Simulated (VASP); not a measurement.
Level of theory: PBEsol GGA, VASP's PBE PAW potentials (set 64) (plane waves; VASP 6.6.1).

A VASP calculation is set up with these files.

### INCAR
```
! general
SYSTEM  = LuSe
PREC    = Accurate
ENCUT   = 530
LREAL   = F
LASPH   = T

! electronic loop
EDIFF   = 1E-7
NELM    = 100
ALGO    = Normal
LMAXMIX = 6

! smearing
ISMEAR  = 1
SIGMA   = 0.1

! functional
GGA     = PS

! ions
IBRION  = 6
NSW     = 1
ISIF    = 3
POTIM   = 0.015
NFREE   = 2

! output
LWAVE   = F
LCHARG  = F
```

**POSCAR**
```
LuSe
5.5485460
  0.0000000000   0.5000000008   0.5000000008
  0.5000000008   0.0000000000   0.5000000008
  0.5000000008   0.5000000008   0.0000000000
Se Lu
1 1
Cartesian
  0.5000000008   0.5000000008   0.5000000008
  0.0000000000   0.0000000000   0.0000000000
```

**KPOINTS**
```
Automatic mesh
0
Gamma
10 10 10
0 0 0
```

POTCAR, in this order: Se Lu_3 (PBE.64 set). Program: vasp_std.

Output

OSZICAR:
```
...
DAV:   5    -0.120707174345E+02    0.14809E-04   -0.56878E-05 11761   0.133E-01    0.158E-02
DAV:   6    -0.120707171541E+02    0.28043E-06   -0.32461E-06  9501   0.161E-02    0.613E-03
DAV:   7    -0.120707172329E+02   -0.78848E-07   -0.51699E-07  7430   0.529E-03
   8 F= -.12070717E+02 E0= -.12070900E+02  d E =0.546970E-03
       N       E                     dE             d eps       ncg     rms          rms(c)
DAV:   1    -0.120794345741E+02   -0.87174E-02   -0.47390E-01 10265   0.921E+00    0.584E-01
DAV:   2    -0.120740096878E+02    0.54249E-02   -0.11688E-02 11615   0.954E-01    0.349E-01
DAV:   3    -0.120707002047E+02    0.33095E-02   -0.27996E-03 12075   0.888E-01    0.461E-02
DAV:   4    -0.120707175586E+02   -0.17354E-04   -0.20354E-04  7056   0.114E-01    0.290E-02
DAV:   5    -0.120707171557E+02    0.40289E-06   -0.13059E-05 11579   0.462E-02    0.259E-03
DAV:   6    -0.120707172761E+02   -0.12041E-06   -0.21567E-06  7902   0.707E-03    0.979E-04
DAV:   7    -0.120707173141E+02   -0.37998E-07   -0.30214E-07  5151   0.309E-03
   9 F= -.12070717E+02 E0= -.12070900E+02  d E =0.546901E-03
       N       E                     dE             d eps       ncg     rms          rms(c)
DAV:   1    -0.120709234083E+02   -0.20613E-03   -0.46473E-01 10263   0.931E+00    0.399E-01
DAV:   2    -0.120701995081E+02    0.72390E-03   -0.10798E-02 11401   0.824E-01    0.243E-01
DAV:   3    -0.120704432012E+02   -0.24369E-03   -0.14618E-03 12230   0.627E-01    0.290E-02
DAV:   4    -0.120705908652E+02   -0.14766E-03   -0.10787E-04  8697   0.904E-02    0.180E-02
DAV:   5    -0.120707028609E+02   -0.11200E-03   -0.63794E-06 12293   0.362E-02    0.176E-03
DAV:   6    -0.120707091915E+02   -0.63306E-05   -0.46192E-07  7881   0.614E-03    0.962E-04
DAV:   7    -0.120707153475E+02   -0.61560E-05   -0.23656E-08  5193   0.177E-03    0.139E-04
DAV:   8    -0.120707164287E+02   -0.10812E-05   -0.58521E-09  4608   0.236E-03    0.861E-05
DAV:   9    -0.120707167491E+02   -0.32041E-06   -0.25517E-09  4800   0.112E-03    0.621E-05
DAV:  10    -0.120707172940E+02   -0.54485E-06   -0.19361E-09  4506   0.172E-03    0.666E-05
DAV:  11    -0.120707173375E+02   -0.43459E-07   -0.11227E-09  4308   0.774E-04
  10 F= -.12070717E+02 E0= -.12070900E+02  d E =0.546906E-03
       N       E                     dE             d eps       ncg     rms          rms(c)
DAV:   1    -0.120796686125E+02   -0.89513E-02   -0.47693E-01 10234   0.929E+00    0.582E-01
DAV:   2    -0.120740231750E+02    0.56454E-02   -0.92184E-03 10772   0.961E-01    0.348E-01
DAV:   3    -0.120707025109E+02    0.33207E-02   -0.29068E-03 12102   0.901E-01    0.486E-02
DAV:   4    -0.120707180290E+02   -0.15518E-04   -0.20002E-04  7403   0.118E-01    0.295E-02
DAV:   5    -0.120707173985E+02    0.63042E-06   -0.82684E-06 11220   0.398E-02    0.294E-03
DAV:   6    -0.120707173271E+02    0.71475E-07   -0.58131E-07  7921   0.771E-03
  11 F= -.12070717E+02 E0= -.12070900E+02  d E =0.546888E-03
       N       E                     dE             d eps       ncg     rms          rms(c)
DAV:   1    -0.120751925624E+02   -0.44752E-02   -0.42782E-01 10203   0.894E+00    0.398E-01
DAV:   2    -0.120727514156E+02    0.24411E-02   -0.81315E-03 10861   0.826E-01    0.243E-01
DAV:   3    -0.120707390930E+02    0.20123E-02   -0.15585E-03 12156   0.649E-01    0.295E-02
DAV:   4    -0.120707321491E+02    0.69439E-05   -0.12722E-04  7834   0.971E-02    0.178E-02
DAV:   5    -0.120707183260E+02    0.13823E-04   -0.84643E-06 12282   0.412E-02    0.213E-03
DAV:   6    -0.120707180359E+02    0.29007E-06   -0.73820E-07  8789   0.808E-03    0.929E-04
DAV:   7    -0.120707175798E+02    0.45612E-06   -0.88516E-08  5177   0.272E-03    0.258E-04
DAV:   8    -0.120707174294E+02    0.15046E-06   -0.33235E-08  4655   0.245E-03    0.161E-04
DAV:   9    -0.120707173945E+02    0.34850E-07   -0.85522E-09  4734   0.316E-03
  12 F= -.12070717E+02 E0= -.12070900E+02  d E =0.546864E-03
       N       E                     dE             d eps       ncg     rms          rms(c)
DAV:   1    -0.120796810797E+02   -0.89637E-02   -0.48419E-01 10329   0.952E+00    0.583E-01
DAV:   2    -0.120740190292E+02    0.56621E-02   -0.91378E-03 10812   0.960E-01    0.349E-01
DAV:   3    -0.120707018666E+02    0.33172E-02   -0.28316E-03 12103   0.896E-01    0.472E-02
DAV:   4    -0.120707180187E+02   -0.16152E-04   -0.19978E-04  7002   0.117E-01    0.286E-02
DAV:   5    -0.120707173991E+02    0.61955E-06   -0.87165E-06 11475   0.424E-02    0.263E-03
DAV:   6    -0.120707173340E+02    0.65146E-07   -0.60562E-07  7692   0.807E-03
  13 F= -.12070717E+02 E0= -.12070900E+02  d E =0.546950E-03
       N       E                     dE             d eps       ncg     rms          rms(c)
DAV:   1    -0.120707080365E+02    0.93626E-05   -0.40741E-01  3567   0.776E+00    0.378E-01
DAV:   2    -0.120706207086E+02    0.87328E-04   -0.12638E-02  3227   0.943E-01    0.217E-01
DAV:   3    -0.120700020882E+02    0.61862E-03   -0.72580E-04  4334   0.397E-01    0.752E-02
DAV:   4    -0.120700135053E+02   -0.11417E-04   -0.17123E-04  4170   0.196E-01    0.101E-02
DAV:   5    -0.120700248258E+02   -0.11320E-04   -0.23042E-05  3703   0.609E-02    0.414E-03
DAV:   6    -0.120700264800E+02   -0.16542E-05   -0.12222E-06  3426   0.131E-02    0.159E-03
DAV:   7    -0.120700280141E+02   -0.15341E-05   -0.32933E-08  1860   0.247E-03    0.333E-04
DAV:   8    -0.120700282733E+02   -0.25915E-06   -0.86359E-09  1770   0.393E-03    0.175E-04
DAV:   9    -0.120700283332E+02   -0.59862E-07   -0.33996E-09  1767   0.123E-03
  14 F= -.12070028E+02 E0= -.12070223E+02  d E =0.585130E-03
       N       E                     dE             d eps       ncg     rms          rms(c)
DAV:   1    -0.120668703661E+02    0.31579E-02   -0.57434E-01  2328   0.447E+00    0.450E-01
DAV:   2    -0.120701624228E+02   -0.32921E-02   -0.35441E-02  3636   0.139E+00    0.274E-01
DAV:   3    -0.120700538606E+02    0.10856E-03   -0.55785E-04  3000   0.264E-01    0.147E-01
DAV:   4    -0.120700287750E+02    0.25086E-04   -0.21756E-04  2956   0.144E-01    0.158E-02
DAV:   5    -0.120700289266E+02   -0.15160E-06   -0.46222E-05  2815   0.126E-01    0.126E-02
DAV:   6    -0.120700284935E+02    0.43311E-06   -0.36779E-06  3500   0.402E-02    0.564E-03
DAV:   7    -0.120700284827E+02    0.10768E-07   -0.39267E-07  2770   0.660E-03
  15 F= -.12070028E+02 E0= -.12070224E+02  d E =0.585144E-03
       N       E                     dE             d eps       ncg     rms          rms(c)
DAV:   1    -0.120676113804E+02    0.24171E-02   -0.62586E-01  3299   0.256E+01    0.105E-01
DAV:   2    -0.120699787184E+02   -0.23673E-02   -0.24147E-02  3030   0.153E+00    0.419E-02
DAV:   3    -0.120700322328E+02   -0.53514E-04   -0.69244E-04  3829   0.349E-01    0.319E-02
DAV:   4    -0.120700280041E+02    0.42286E-05   -0.18244E-05  3526   0.139E-01    0.946E-03
DAV:   5    -0.120700282601E+02   -0.25593E-06   -0.17495E-06  3394   0.203E-02    0.211E-03
DAV:   6    -0.120700282036E+02    0.56467E-07   -0.15244E-07  2102   0.131E-02
  16 F= -.12070028E+02 E0= -.12070223E+02  d E =0.585092E-03
       N       E                     dE             d eps       ncg     rms          rms(c)
DAV:   1    -0.120632028720E+02    0.68254E-02   -0.13826E+00  2620   0.440E+01    0.497E-01
DAV:   2    -0.120700186561E+02   -0.68158E-02   -0.68842E-02  3337   0.239E+00    0.244E-01
DAV:   3    -0.120700132949E+02    0.53612E-05   -0.18430E-03  3639   0.953E-01    0.788E-02
DAV:   4    -0.120700282715E+02   -0.14977E-04   -0.15445E-04  3602   0.170E-01    0.234E-02
DAV:   5    -0.120700280089E+02    0.26256E-06   -0.92464E-06  3146   0.872E-02    0.576E-03
DAV:   6    -0.120700281909E+02   -0.18195E-06   -0.25326E-06  3684   0.269E-02    0.900E-04
DAV:   7    -0.120700282033E+02   -0.12445E-07   -0.21203E-07  1923   0.356E-03
  17 F= -.12070028E+02 E0= -.12070223E+02  d E =0.585109E-03
```

**OUTCAR**
```
------------------------ aborting loop because EDIFF is reached ----------------------------------------
  FORCE on cell =-STRESS in cart. coord.  units (eV):
  Direction    XX          YY          ZZ          XY          YZ          ZX
  --------------------------------------------------------------------------------------
  Total        0.0189830      0.0079730      0.0079730      0.0000000      0.0000000      0.0000000
  in kB        0.7121927      0.2991279      0.2991279      0.0000000      0.0000000      0.0000000
  external PRESSURE =       0.4368162 kB  Pullay stress =       0.0000000 kB
  volume of cell :       42.70
      direct lattice vectors                 reciprocal lattice vectors
     0.000000000  2.774273004  2.774273004    -0.180227396  0.180227396  0.180227396
     2.774273004  0.000000000  2.774273004     0.180227396 -0.180227396  0.180227396
     2.774273004  2.774273004  0.000000000     0.180227396  0.180227396 -0.180227396
 POSITION                                       TOTAL-FORCE (eV/Angst)
 -----------------------------------------------------------------------------------
      2.77427      2.77427      2.77427        -0.110422      0.000000      0.000000
     -0.01500      0.00000      0.00000         0.110422      0.000000      0.000000
 -----------------------------------------------------------------------------------
    total drift:                                0.000142     -0.000000     -0.000000
  FREE ENERGIE OF THE ION-ELECTRON SYSTEM (eV)
  ---------------------------------------------------
  free  energy   TOTEN  =       -12.0700282033 eV

  energy  without entropy=      -12.0706133127  energy(sigma->0) =      -12.07022324

   1 f  =    5.751452 THz    36.137440 2PiTHz  191.847793 cm-1    23.786084 meV
             X         Y         Z           dx          dy          dz
      2.774273  2.774273  2.774273    -0.830152    0.000000    0.000000
      0.000000  0.000000  0.000000     0.557537    0.000000    0.000000

   2 f  =    5.751452 THz    36.137440 2PiTHz  191.847793 cm-1    23.786084 meV
             X         Y         Z           dx          dy          dz
      2.774273  2.774273  2.774273     0.000000   -0.830152    0.000000
      0.000000  0.000000  0.000000     0.000000    0.557537    0.000000

   3 f  =    5.751452 THz    36.137440 2PiTHz  191.847793 cm-1    23.786084 meV
             X         Y         Z           dx          dy          dz
      2.774273  2.774273  2.774273     0.000000    0.000000    0.830152
      0.000000  0.000000  0.000000     0.000000    0.000000   -0.557537

   4 f/i=    0.000671 THz     0.004217 2PiTHz    0.022390 cm-1     0.002776 meV
             X         Y         Z           dx          dy          dz
      2.774273  2.774273  2.774273     0.000000    0.557537    0.000000
      0.000000  0.000000  0.000000     0.000000    0.830152    0.000000

   5 f/i=    0.000671 THz     0.004217 2PiTHz    0.022390 cm-1     0.002776 meV
             X         Y         Z           dx          dy          dz
      2.774273  2.774273  2.774273    -0.557537    0.000000    0.000000
      0.000000  0.000000  0.000000    -0.830152    0.000000    0.000000

   6 f/i=    0.000671 THz     0.004217 2PiTHz    0.022390 cm-1     0.002776 meV
             X         Y         Z           dx          dy          dz
      2.774273  2.774273  2.774273     0.000000    0.000000   -0.557537
      0.000000  0.000000  0.000000     0.000000    0.000000   -0.830152

 ELASTIC MODULI CONTR FROM IONIC RELAXATION (kBar)
 Direction    XX          YY          ZZ          XY          YZ          ZX
 --------------------------------------------------------------------------------
 XX           0.0000      0.0000      0.0000      0.0000      0.0000      0.0000
 YY           0.0000      0.0000      0.0000      0.0000      0.0000      0.0000
 ZZ           0.0000      0.0000      0.0000      0.0000      0.0000      0.0000
 XY           0.0000      0.0000      0.0000      0.0000      0.0000      0.0000
 YZ           0.0000      0.0000      0.0000      0.0000      0.0000      0.0000
 ZX           0.0000      0.0000      0.0000      0.0000      0.0000      0.0000
 --------------------------------------------------------------------------------

 TOTAL ELASTIC MODULI (kBar)
 Direction    XX          YY          ZZ          XY          YZ          ZX
 --------------------------------------------------------------------------------
 XX        2385.8426    250.5085    250.5085      0.0000     -0.0000     -0.0000
 YY         250.5085   2385.8426    250.5085     -0.0000      0.0000     -0.0000
 ZZ         250.5085    250.5085   2385.8426     -0.0000      0.0000     -0.0000
 XY           0.0000     -0.0000     -0.0000     52.2945      0.0000     -0.0000
 YZ          -0.0000      0.0000      0.0000      0.0000     52.2945      0.0000
 ZX          -0.0000     -0.0000     -0.0000     -0.0000      0.0000     52.2945
 --------------------------------------------------------------------------------
```
(Selected blocks of OUTCAR.)

Finite-difference elastic constants of metals are sensitive to mesh and smearing; shear constants can be off by tens of GPa.

The structure comes from a measured LuSe entry (Fm-3m) of the Crystallography Open Database, whose conditions weren't checked. It was relaxed first. The electron count is odd and the run is not spin-polarised, which forces a metal. VASP warned that the highest band is occupied, so more bands are needed.
